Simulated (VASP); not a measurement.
Here is the system:

```xyz
2
Lattice="0.0000 2.1491 2.1491 2.1491 0.0000 2.1491 2.1491 2.1491 0.0000" Properties=species:S:1:pos:R:3 pbc="T T T"
Fe     0.0000     0.0000     0.0000
O      2.1491     2.1491     2.1491
```

Calculation: PBE GGA, VASP's PBE PAW potentials (set 64) (plane waves; VASP 6.6.1). Run with EDIFF = 1E-04, 320 eV cut-off, 2×2×2 Γ-centred mesh, Gaussian smearing of 0.20 eV, potentials Fe O.

At this cut-off the stress carries a Pulay error, which pulls relaxed volumes low.  Energy and stress use the plane-wave basis of the starting cell.

Problem. The ions, cell shape and volume are relaxed. Predict the relaxed structure.

Solution. 
```xyz
2
Lattice="0.0000 2.0113 2.0113 2.0113 0.0000 2.0113 2.0113 2.0113 0.0000" Properties=species:S:1:pos:R:3 pbc="T T T"
Fe     0.0000     0.0000     0.0000
O      2.0113     2.0113     2.0113
```
Space group Fm-3m (225), at a tolerance of 0.03 Å.

Problem. How do energy and volume change from the first to the last step?

Solution. The energy (σ→0) changes by -342.8 meV/atom and the volume by -18.0 %, in 12 ionic steps.

```csv
step,E(σ→0) (eV),max force (eV/Å),pressure (GPa),volume (Å³)
1,-13.5656,0.000,-51.30,19.85
2,-12.2141,0.000,198.18,12.05
3,-14.2454,0.000,-5.88,16.55
4,-14.2506,0.000,-1.88,16.35
5,-14.2513,0.000,0.94,16.26
6,-14.2505,0.000,-2.92,16.36
7,-14.2512,0.000,0.27,16.29
8,-14.2512,0.000,-0.45,16.29
9,-14.2512,0.000,-0.55,16.29
10,-14.2512,0.000,-0.42,16.29
11,-14.2513,0.000,0.52,16.25
12,-14.2512,0.000,-0.02,16.27
```

The structure comes from a computed database's FeO entry; how it stands against other phases isn't given here. This run relaxes it. Symmetry was kept, so distortions that lower it aren't found. The k-mesh is coarse (spacing up to 1.35 per Å, 2π included), so the numbers may not be converged in it. The run is one of a series of settings (EDIFF = 1E-04, EDIFFG = -0.01, ENCUT = 320, IBRION = 2, ISIF = 3, ISPIN removed, the spin start removed, NSW = 50, KPOINTS 2×2×2 Γ-centred mesh against the base run), some of them coarse on purpose. The run is not spin-polarised, so no magnetic state was tried.
